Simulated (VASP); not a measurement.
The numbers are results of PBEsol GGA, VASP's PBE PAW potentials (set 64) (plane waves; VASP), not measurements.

VASP input:

INCAR:
```
NSW  =  40   ! most ionic steps
EDIFF  =  1E-6   ! SCF stop (eV)
LASPH  =  .True.
PSTRESS  =  300
SYSTEM  =  Hf
IBRION  =  2   ! conjugate gradients
ISIF  =  3   ! ions, shape and volume
ENCUT  =  500
LCHARG  =  .False.
GGA  =  PS   ! PBEsol
NELM  =  100   ! most electronic steps
PREC  =  Accurate
ISMEAR  =  1   ! Methfessel-Paxton
EDIFFG  =  -0.02   ! ionic stop
SIGMA  =  0.1   ! width (eV)
LWAVE  =  .False.
LREAL  =  .False.   ! projection in real space or not
LMAXMIX  =  6
ALGO  =  Normal   ! blocked Davidson
```

**KPOINTS**
```
Regular mesh
0
Gamma
  14 14 8
0 0 0
```

### POSCAR
```
Hf
1
    1.4735545839    -2.5522713151     0.0000000000
    1.4735545839     2.5522713151     0.0000000000
    0.0000000000    -0.0000000000     4.7285371166
Hf
2
Direct
  0.3333330000   0.6666670000   0.2500000000
  0.6666670000   0.3333330000   0.7500000000
```

POTCAR, in this order: Hf_pv (PBE.64 set). Program: vasp_std.

What VASP printed:

**OUTCAR**
```
 ion  position               nearest neighbor table
   1  0.333  0.667  0.250-   2 2.91   2 2.91   2 2.91   2 2.91   2 2.91   2 2.91
   2  0.667  0.333  0.750-   1 2.91   1 2.91   1 2.91   1 2.91   1 2.91   1 2.91
  LATTYP: Found a hexagonal cell.
 ALAT       =     2.9471090882
 C/A-ratio  =     1.6044662668
 Subroutine PRICEL returns:
 Original cell was already a primitive cell.
 Subroutine GETGRP returns: Found 24 space group operations
The static configuration has the point symmetry D_3d.
 The point group associated with its full space group is D_6h.
The dynamic configuration has the point symmetry D_3d.
 Subroutine INISYM returns: Found 24 space group operations
 Subroutine IBZKPT returns following result:
 Found    120 irreducible k-points:

 Following reciprocal coordinates:
            Coordinates               Weight
  0.000000  0.000000  0.000000      1.000000
  0.071429 -0.000000  0.000000      6.000000
  0.142857 -0.000000  0.000000      6.000000
  0.214286 -0.000000  0.000000      6.000000
  0.285714  0.000000  0.000000      6.000000
  0.357143  0.000000  0.000000      6.000000
  0.428571 -0.000000  0.000000      6.000000
  0.500000 -0.000000  0.000000      3.000000
  0.071429  0.071429  0.000000      6.000000
  0.142857  0.071429  0.000000     12.000000
  0.214286  0.071429  0.000000     12.000000
  0.285714  0.071429  0.000000     12.000000
  0.357143  0.071429  0.000000     12.000000
  0.428571  0.071429  0.000000     12.000000
  0.142857  0.142857  0.000000      6.000000
  0.214286  0.142857  0.000000     12.000000
  0.285714  0.142857  0.000000     12.000000
  0.357143  0.142857  0.000000     12.000000
  0.428571  0.142857  0.000000      6.000000
  0.214286  0.214286  0.000000      6.000000
  0.285714  0.214286  0.000000     12.000000
  0.357143  0.214286  0.000000     12.000000
  0.285714  0.285714  0.000000      6.000000
  0.357143  0.285714  0.000000      6.000000
  0.000000  0.000000  0.125000      2.000000
  0.071429 -0.000000  0.125000     12.000000
  0.142857 -0.000000  0.125000     12.000000
  0.214286 -0.000000  0.125000     12.000000
  0.285714  0.000000  0.125000     12.000000
  0.357143  0.000000  0.125000     12.000000
  0.428571 -0.000000  0.125000     12.000000
  0.500000 -0.000000  0.125000      6.000000
  0.071429  0.071429  0.125000     12.000000
  0.142857  0.071429  0.125000     24.000000
  0.214286  0.071429  0.125000     24.000000
  0.285714  0.071429  0.125000     24.000000
  0.357143  0.071429  0.125000     24.000000
  0.428571  0.071429  0.125000     24.000000
  0.142857  0.142857  0.125000     12.000000
  0.214286  0.142857  0.125000     24.000000
   k-points           NKPTS =    120   k-points in BZ     NKDIM =    120   number of bands    NBANDS=     14
   number of dos      NEDOS =    301   number of ions     NIONS =      2
   total plane-waves  NPLWV =  20736
   dimension x,y,z NGX =    24 NGY =   24 NGZ =   36
   dimension x,y,z NGXF=    48 NGYF=   48 NGZF=   72
   ions per type =               2
   PREC   = accura    normal or accurate (medium, high low for compatibility)
   ISTART =      0    job   : 0-new  1-cont  2-samecut
   ICHARG =      2    charge: 1-file 2-atom 10-const
   ISPIN  =      1    spin polarized calculation?
   LNONCOLLINEAR =      F non collinear calculations
   LSORBIT =      F    spin-orbit coupling
   INIWAV =      1    electr: 0-lowe 1-rand  2-diag
   ENCUT  =  500.0 eV  36.75 Ry    6.06 a.u.   5.37  5.37  8.62*2*pi/ulx,y,z
   NELM   =    100;   NELMIN=  2; NELMDL= -5     # of ELM steps
   EDIFF  = 0.1E-05   stopping-criterion for ELM
   LREAL  =      F    real-space projection
...
```

OSZICAR:
```
       N       E                     dE             d eps       ncg     rms          rms(c)
DAV:   1     0.505984009086E+02    0.50598E+02   -0.11794E+04  3384   0.137E+03
DAV:   2    -0.191703329721E+02   -0.69769E+02   -0.68430E+02  4260   0.278E+02
DAV:   3    -0.209377486889E+02   -0.17674E+01   -0.17448E+01  4452   0.307E+01
DAV:   4    -0.209493847690E+02   -0.11636E-01   -0.11631E-01  3858   0.308E+00
DAV:   5    -0.209495112466E+02   -0.12648E-03   -0.12647E-03  4368   0.257E-01    0.765E+01
DAV:   6    -0.205476720760E+02    0.40184E+00   -0.30368E-01  3498   0.449E+00    0.453E+01
DAV:   7    -0.203921641099E+02    0.15551E+00   -0.51485E-01  3522   0.565E+00    0.201E+00
DAV:   8    -0.203867157180E+02    0.54484E-02   -0.32514E-02  3642   0.147E+00    0.333E-01
DAV:   9    -0.203867939034E+02   -0.78185E-04   -0.69644E-04  4530   0.211E-01    0.182E-01
DAV:  10    -0.203867952291E+02   -0.13258E-05   -0.44438E-05  3702   0.580E-02    0.341E-01
DAV:  11    -0.203867907740E+02    0.44551E-05   -0.99348E-06  3876   0.259E-02    0.303E-02
DAV:  12    -0.203867910206E+02   -0.24661E-06   -0.77453E-07  2286   0.770E-03
   1 F= -.13727001E+02 E0= -.13726671E+02  d E =-.137270E+02
```

File OUTCAR:
```
------------------------ aborting loop because EDIFF is reached ----------------------------------------
  FORCE on cell =-STRESS in cart. coord.  units (eV):
  Direction    XX          YY          ZZ          XY          YZ          ZX
  --------------------------------------------------------------------------------------
  Total        6.6576824      6.6576819      6.6580635      0.0000000      0.0000000      0.0000000
  in kB      299.9050593    299.9050377    299.9222249      0.0000000      0.0000000      0.0000000
  external PRESSURE =      -0.0892261 kB  Pullay stress =     300.0000000 kB
  volume of cell :       35.57
      direct lattice vectors                 reciprocal lattice vectors
     1.473554584 -2.552271315  0.000000000     0.339315561 -0.195903937  0.000000000
     1.473554584  2.552271315  0.000000000     0.339315561  0.195903937  0.000000000
     0.000000000  0.000000000  4.728537117     0.000000000  0.000000000  0.211481897
 POSITION                                       TOTAL-FORCE (eV/Angst)
 -----------------------------------------------------------------------------------
      1.47355      0.85076      1.18213         0.000000      0.000000      0.000000
      1.47355     -0.85076      3.54640        -0.000000     -0.000000      0.000000
 -----------------------------------------------------------------------------------
    total drift:                                0.000000      0.000147     -0.000014
  FREE ENERGIE OF THE ION-ELECTRON SYSTEM (eV)
  ---------------------------------------------------
  free  energy   TOTEN  =       -20.3867910206 eV

  energy  without entropy=      -20.3858016957  energy(sigma->0) =      -20.38646125
  enthalpy is  TOTEN    =       -13.7270009804 eV   P V=        6.6597900402

 reached required accuracy - stopping structural energy minimisation
```
(Selected blocks of OUTCAR.)

OUTCAR:
```
 val. band max:        6.5035043648   @ k =   0.3571   0.2143   0.2500

 cond. band min:       6.5264611522   @ k =   0.2857   0.2857   0.5000


 Fermi energy:         6.5171842065

 k-point     1 :       0.0000    0.0000    0.0000
  band No.  band energies     occupation
      1     -24.6063      2.00000
      2     -23.0768      2.00000
      3     -23.0768      2.00000
      4     -22.8381      2.00000
      5     -22.8381      2.00000
      6     -22.8372      2.00000
      7      -1.6386      2.00000
      8       1.9382      2.00000
      9       7.6590     -0.00000
     10       7.6590     -0.00000
     11       7.8356     -0.00000
     12       8.1057     -0.00000
     13       8.7210      0.00000
     14       8.7210      0.00000

 k-point     2 :       0.0714   -0.0000    0.0000
  band No.  band energies     occupation
      1     -24.5790      2.00000
      2     -23.1426      2.00000
      3     -23.0978      2.00000
      4     -22.9076      2.00000
      5     -22.8485      2.00000
      6     -22.8463      2.00000
      7      -1.4282      2.00000
      8       2.1439      2.00000
      9       7.1011     -0.00000
     10       7.7276     -0.00000
     11       7.8552     -0.00000
     12       8.2643     -0.00000
     13       8.5049     -0.00000
     14       8.9094      0.00000

 k-point     3 :       0.1429   -0.0000    0.0000
  band No.  band energies     occupation
      1     -24.4997      2.00000
      2     -23.3260      2.00000
      3     -23.1547      2.00000
      4     -23.0960      2.00000
      5     -22.8830      2.00000
      6     -22.8708      2.00000
      7      -0.8320      2.00000
      8       2.6970      2.00000
      9       6.3691      2.05701
     10       6.7973     -0.00054
     11       7.9285     -0.00000
     12       8.4356     -0.00000
     13       8.8651      0.00000
     14       8.9543      0.00000

 k-point     4 :       0.2143   -0.0000    0.0000
  band No.  band energies     occupation
...
```

Unless said otherwise, spin-orbit coupling is left out, though it shifts the bands of the heavy elements here.

The compound is Hf in the hcp structure. It was relaxed first under an external pressure of 30 GPa.
